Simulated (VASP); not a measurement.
A run of VASP 6.6.1:

Contents of INCAR:

```
SYSTEM = HfN
ALGO = Normal
EDIFF = 1E-7
ENCUT = 520
GGA = PS
ISIF = 2
ISMEAR = -1
LASPH = .True.
LCHARG = .True.
LELF = .True.
LREAL = .False.
LVHAR = .True.
LWAVE = .False.
NBANDS = 23
NELM = 80
PREC = Accurate
SIGMA = 0.05
```

Contents of KPOINTS:

```
k-points
0
Gamma
  10 10 5
  0 0 0
```

POSCAR

```
HfN
1.0
    3.1339080219      0.0000000000      0.0000000000
   -1.5669540110      2.7140439601      0.0000000000
    0.0000000000      0.0000000000      5.4167677200
Hf N
2 2
Direct
    0.3333333333      0.6666666667      0.2500000000
    0.6666666667      0.3333333333      0.7500000000
    0.0000000000      0.0000000000      0.5000000000
    0.0000000000      0.0000000000      0.0000000000
```

Potentials or basis: VASP PAW PBE potentials, release 64 (Hf_pv, N).

The run is started by

```bash
$ cat potpaw_PBE.64/Hf_pv/POTCAR potpaw_PBE.64/N/POTCAR > POTCAR
$ mpirun -np 1 vasp_std > vasp.out
```

Hardware: 1 thread of Intel(R) Xeon(R) Platinum 8259CL CPU @ 2.50GHz (Skylake/Cascade Lake), on a shared host.

**Question.** Estimate the wall time of this run.

**Answer.** It took 35 s on 1 thread of Intel(R) Xeon(R) Platinum 8259CL CPU @ 2.50GHz (Skylake/Cascade Lake), with other jobs on the host, peak memory 0.18 GiB. Counts: scf iterations 14, k points 42.
